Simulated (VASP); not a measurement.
Computed with vdW-DF-cx, VASP's PBE PAW potentials (set 64) (plane waves; VASP).

Input for VASP

**INCAR**
```
! general
SYSTEM   = Re
PREC     = Accurate
ENCUT    = 520
LREAL    = F
LASPH    = T

! electronic loop
EDIFF    = 1E-7
NELM     = 100
ALGO     = Normal
LMAXMIX  = 6

! smearing
ISMEAR   = -5

! functional
GGA      = CX
LUSE_VDW = T
AGGAC    = 0.0

! ions
ISIF     = 2

! output
LWAVE    = F
LCHARG   = T
LORBIT   = 11
NEDOS    = 601
```

### POSCAR
```
Re
1
    1.3782303699    -2.3871649112    -0.0000000000
    1.3782303699     2.3871649112     0.0000000000
    0.0000000000     0.0000000000     4.4593491483
Re
2
Direct
  0.3333330000   0.6666670000   0.2500000000
  0.6666670000   0.3333330000   0.7500000000
```

### KPOINTS
```
Automatic mesh
0
Gamma
17 17 9
0 0 0
```

POTCAR, in this order: Re (PBE.64 set). Program: vasp_std.

Output

File OSZICAR:
```
       N       E                     dE             d eps       ncg     rms          rms(c)
DAV:   1     0.329375532478E+02    0.32938E+02   -0.69642E+03  6558   0.158E+03
DAV:   2    -0.159876891621E+02   -0.48925E+02   -0.42561E+02  5908   0.324E+02
DAV:   3    -0.221010693703E+02   -0.61134E+01   -0.49246E+01  6114   0.253E+02
DAV:   4    -0.224480689623E+02   -0.34700E+00   -0.31277E+00  6718   0.277E+01
DAV:   5    -0.224617166114E+02   -0.13648E-01   -0.12774E-01  6315   0.325E+00    0.443E+01
DAV:   6    -0.214065659522E+02    0.10552E+01   -0.10967E+00  6861   0.315E+01    0.184E+01
DAV:   7    -0.210568591638E+02    0.34971E+00   -0.74704E-01  7057   0.253E+01    0.525E-01
DAV:   8    -0.210455318486E+02    0.11327E-01   -0.94567E-03  6967   0.946E-01    0.162E-01
DAV:   9    -0.210448818505E+02    0.65000E-03   -0.47552E-04  6804   0.207E-01    0.442E-02
DAV:  10    -0.210449065669E+02   -0.24716E-04   -0.61948E-05  5761   0.769E-02    0.447E-03
DAV:  11    -0.210449035956E+02    0.29713E-05   -0.14894E-06  6102   0.197E-02    0.285E-03
DAV:  12    -0.210449018458E+02    0.17498E-05   -0.34900E-08  3314   0.620E-03    0.120E-03
DAV:  13    -0.210449020564E+02   -0.21051E-06   -0.13645E-08  3210   0.424E-03    0.983E-04
DAV:  14    -0.210449022491E+02   -0.19276E-06   -0.90423E-09  3042   0.514E-03    0.851E-04
DAV:  15    -0.210449023232E+02   -0.74128E-07   -0.73076E-09  2919   0.238E-03
   1 F= -.21044902E+02 E0= -.21044902E+02  d E =0.000000E+00
```

OUTCAR:
```
------------------------ aborting loop because EDIFF is reached ----------------------------------------
  FORCE on cell =-STRESS in cart. coord.  units (eV):
  Direction    XX          YY          ZZ          XY          YZ          ZX
  --------------------------------------------------------------------------------------
  Total        0.0713363      0.0713363     -0.1522793     -0.0000000      0.0000000      0.0000000
  in kB        3.8950693      3.8950689     -8.3146827     -0.0000000      0.0000000      0.0000000
  external PRESSURE =      -0.1748481 kB  Pullay stress =       0.0000000 kB
  volume of cell :       29.34
      direct lattice vectors                 reciprocal lattice vectors
     1.378230370 -2.387164911  0.000000000     0.362784053 -0.209453481  0.000000000
     1.378230370  2.387164911  0.000000000     0.362784053  0.209453481  0.000000000
     0.000000000  0.000000000  4.459349148     0.000000000  0.000000000  0.224247971
 POSITION                                       TOTAL-FORCE (eV/Angst)
 -----------------------------------------------------------------------------------
      1.37823      0.79572      1.11484         0.000000      0.000000      0.000000
      1.37823     -0.79572      3.34451        -0.000000     -0.000000      0.000000
 -----------------------------------------------------------------------------------
    total drift:                               -0.000000      0.000009     -0.000017
  FREE ENERGIE OF THE ION-ELECTRON SYSTEM (eV)
  ---------------------------------------------------
  free  energy   TOTEN  =       -21.0449023232 eV

  energy  without entropy=      -21.0449023232  energy(sigma->0) =      -21.04490232

 total charge

# of ion       s       p       d       tot
------------------------------------------
    1        0.628   0.678   4.881   6.187
    2        0.628   0.678   4.881   6.187
--------------------------------------------------
tot          1.255   1.356   9.762  12.373
```
(Selected blocks of OUTCAR.)

File OUTCAR:
```
 val. band max:        7.8423327650   @ k =   0.4118   0.1176   0.3333

 cond. band min:       7.7894511946   @ k =   0.3529   0.1176   0.3333


 Fermi energy:         7.7784930474

 k-point     1 :       0.0000    0.0000    0.0000
  band No.  band energies     occupation
      1      -2.0874      2.00000
      2       1.1531      2.00000
      3       6.1841      2.00000
      4       6.2087      2.00000
      5       6.2087      2.00000
      6       7.0426      2.00000
      7       7.0426      2.00000
      8       7.9937     -0.23085
      9       7.9937      0.00000
     10       8.4368      0.00000
     11      11.1681      0.00000

 k-point     2 :       0.0588    0.0000    0.0000
  band No.  band energies     occupation
      1      -1.9445      2.00000
      2       1.2883      2.00000
      3       5.8101      2.00000
      4       6.3396      2.00000
      5       6.5354      2.00000
      6       6.9399      2.00000
      7       7.1664      2.00000
      8       7.6951      1.86180
      9       7.8824      0.17171
     10       8.0882      0.00000
     11      11.2532      0.00000

 k-point     3 :       0.1176    0.0000    0.0000
  band No.  band energies     occupation
      1      -1.5295      2.00000
      2       1.6650      2.00000
      3       5.3573      2.00000
      4       6.6119      2.00000
      5       6.6960      2.00000
      6       6.7270      2.00000
      7       6.9695      2.00000
      8       7.5316      2.00000
      9       7.5940      1.74273
     10       7.8277      0.00000
     11      11.4274      0.00000

 k-point     4 :       0.1765    0.0000    0.0000
  band No.  band energies     occupation
      1      -0.8862      2.00000
      2       2.1708      2.00000
      3       4.9346      2.00000
      4       5.6277      2.00000
      5       6.2691      2.00000
      6       7.2170      2.00000
      7       7.3549      2.00000
      8       7.4761      1.99073
      9       7.5401      1.32369
...
```

For a metal the tetrahedron method with Blöchl corrections gives inexact stress and forces. Unless said otherwise, spin-orbit coupling is left out, though it shifts the bands of the heavy elements here.

The compound is Re in the hcp structure. It was relaxed first.
